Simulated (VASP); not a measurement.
Calculation: PBE GGA, VASP's PBE PAW potentials (set 64) (plane waves; VASP).

VASP input:

### INCAR
```
SYSTEM = TcSb
PREC = Accurate
ENCUT = 300
EDIFF = 1E-6
NELM = 100
ALGO = Normal
LREAL = .FALSE.
LASPH = .TRUE.
ISMEAR = 0
SIGMA = 0.2
GGA = PE
LMAXMIX = 4
LWAVE = .FALSE.
LCHARG = .FALSE.
ISIF = 2
```

POSCAR:
```
TcSb
1
    3.7576060000     0.0000000000     0.0000000000
   -1.8788030000     3.2541820000     0.0000000000
    0.0000000000     0.0000000000     3.6672370000
Tc Sb
1 1
Direct
  0.0166910000  -0.0073520000  -0.0090250000
  0.6499760000   0.3406850000   0.5090250000
```

### KPOINTS
```
Automatic mesh
0
Gamma
8 8 7
0 0 0
```

POTCAR, in this order: Tc_pv Sb (PBE.64 set). Program: vasp_std.

Output of the run:

File OSZICAR:
```
       N       E                     dE             d eps       ncg     rms          rms(c)
DAV:   1     0.717051369194E+02    0.71705E+02   -0.75070E+03  7564   0.774E+02
DAV:   2    -0.118706498488E+02   -0.83576E+02   -0.81065E+02  6931   0.218E+02
DAV:   3    -0.138238578557E+02   -0.19532E+01   -0.19122E+01  7137   0.380E+01
DAV:   4    -0.138458245385E+02   -0.21967E-01   -0.21931E-01  6684   0.437E+00
DAV:   5    -0.138461747319E+02   -0.35019E-03   -0.35019E-03  7140   0.560E-01    0.995E+00
DAV:   6    -0.136070951733E+02    0.23908E+00   -0.22152E+00  6041   0.140E+01    0.303E+00
DAV:   7    -0.134892177892E+02    0.11788E+00   -0.49393E-01  5946   0.628E+00    0.297E+00
DAV:   8    -0.134708195406E+02    0.18398E-01   -0.67345E-02  6946   0.240E+00    0.239E-01
DAV:   9    -0.134707528236E+02    0.66717E-04   -0.11367E-03  6581   0.277E-01    0.140E-01
DAV:  10    -0.134707422654E+02    0.10558E-04   -0.24200E-04  6986   0.160E-01    0.339E-02
DAV:  11    -0.134707461679E+02   -0.39025E-05   -0.10862E-05  6961   0.297E-02    0.908E-03
DAV:  12    -0.134707453708E+02    0.79708E-06   -0.11173E-06  4692   0.933E-03
   1 F= -.13470745E+02 E0= -.13438300E+02  d E =-.648911E-01
```

**OUTCAR**
```
------------------------ aborting loop because EDIFF is reached ----------------------------------------
  FORCE on cell =-STRESS in cart. coord.  units (eV):
  Direction    XX          YY          ZZ          XY          YZ          ZX
  --------------------------------------------------------------------------------------
  Total       -3.7992501     -3.4440630     -5.1307909      0.5022211      0.0374390     -0.2250507
  in kB     -135.7426768   -123.0522663   -183.3170406     17.9437613      1.3376518     -8.0407933
  external PRESSURE =    -147.3706612 kB  Pullay stress =       0.0000000 kB
  volume of cell :       44.84
      direct lattice vectors                 reciprocal lattice vectors
     3.757606000  0.000000000  0.000000000     0.266126890  0.153648444  0.000000000
    -1.878803000  3.254182000  0.000000000     0.000000000  0.307296888  0.000000000
     0.000000000  0.000000000  3.667237000     0.000000000  0.000000000  0.272684858
 POSITION                                       TOTAL-FORCE (eV/Angst)
 -----------------------------------------------------------------------------------
     -1.80227      3.23026      3.63414        -0.813783      0.187538      0.283823
      1.80227      1.10865      1.86672         0.813783     -0.187538     -0.283823
 -----------------------------------------------------------------------------------
    total drift:                                0.000011      0.000237      0.000049
  FREE ENERGIE OF THE ION-ELECTRON SYSTEM (eV)
  ---------------------------------------------------
  free  energy   TOTEN  =       -13.4707453708 eV

  energy  without entropy=      -13.4058542500  energy(sigma->0) =      -13.43829981
```
(Selected blocks of OUTCAR.)

At this cut-off the stress carries a Pulay error, which pulls relaxed volumes low.

The structure was generated: TcSb was put into an ordered model structure, which need not be its known phase. The cell was not relaxed at this level, atoms are displaced from their ideal sites.
